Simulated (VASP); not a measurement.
# Au: energy against volume

Au (fcc, Fm-3m, 17.927 Å³/atom and stress up to 0.16 GPa in the relaxed cell, cube axes along x, y and z) under an equal strain ε along all three axes. PBE in VASP (plane waves, PAW), 480 eV, 18×18×18 Γ-centred mesh, Methfessel-Paxton smearing 0.10 eV. Against the start cell, which lies near the measured one, the relaxed cell differs by 5.6 % in volume; the values below rest on it.

Here V stands for volume and E for E less E0.

| volume (Å³/atom) | E less E0 (meV/atom) | pressure (GPa) |
|---|---|---|
| 16.3614 | ? | ? |
| 16.8727 | 33.30 | 10.46 |
| 17.1323 | 18.61 | 7.53 |
| 17.3945 | 8.37 | 4.85 |
| 17.6594 | 2.26 | 2.40 |
| 17.9269 | 0.00 | 0.16 |
| 18.1972 | 1.33 | -1.88 |
| 18.4701 | 5.98 | -3.74 |
| 18.7458 | 13.73 | -5.43 |
| 19.0242 | 24.36 | -6.95 |

**Question.** Fit E against V with the third-order Birch-Murnaghan form, a cubic in V^(-2/3), and predict the withheld value at V = 16.3614.

**Answer.** With u = V^(-2/3) - 0.146, the rows have u = 0.006012, 0.004472, 0.002956, 0.001463, -0.000008, -0.001457, -0.002884, -0.004291, -0.005677. Least squares gives E = 0.004 + 303.7·u + 839041·u² + 5259587·u³. Residuals (row less fit): 0.001, -0.002, 0.001, -0.001, -0.002, 0.004, -0.001, -0.004, 0.002; standard error 0.003 (degrees of freedom: 5). Its minimum lies at u = -0.000181, so V0 = (0.145819)^(-3/2) = 17.96. There d²E/du² = 1672000 and d³E/du³ = 3.156e7, so B0 = (4/9) × 17.96^(-7/3) × 1672000 × 0.160218 = 141 GPa (the last factor turns the table's units into GPa), and B0' = 4 + (2/3) × 0.145819 × (3.156e7)/1672000 = 5.8. B0' rests on the cubic coefficient alone and has a standard error of 0.1 from these residuals. At the withheld row, u = 0.009162, so E = 0.004 + 303.7 × 0.009162 + 839041 × 0.009162² + 5259587 × 0.009162³ = 77.263 meV/atom. The calculation gives 77.25 meV/atom, 0.013 meV/atom below the prediction (0.0 % of the range of E in the table). The row lies outside the fitted rows, so this is an extrapolation. The scatter of the fitted rows lies at the last printed digit.

In a metal these values are sensitive to mesh and smearing; energies are taken to zero smearing, stresses follow the free energy. Spin-orbit coupling is left out, which can shift these values for the heavy elements here. Other structures, which can take over under pressure, weren't tried. The same form fitted to the pressure column gives B0' = 5.9; series where the two differ by over 0.4 aren't shown. Rows are the converged runs of the series near zero and its far end, less any whose ions stayed unrelaxed beside relaxed ones; series whose fitted rows scatter by over a few per cent of the range, as at a crossing or softening among them, aren't shown in this form.
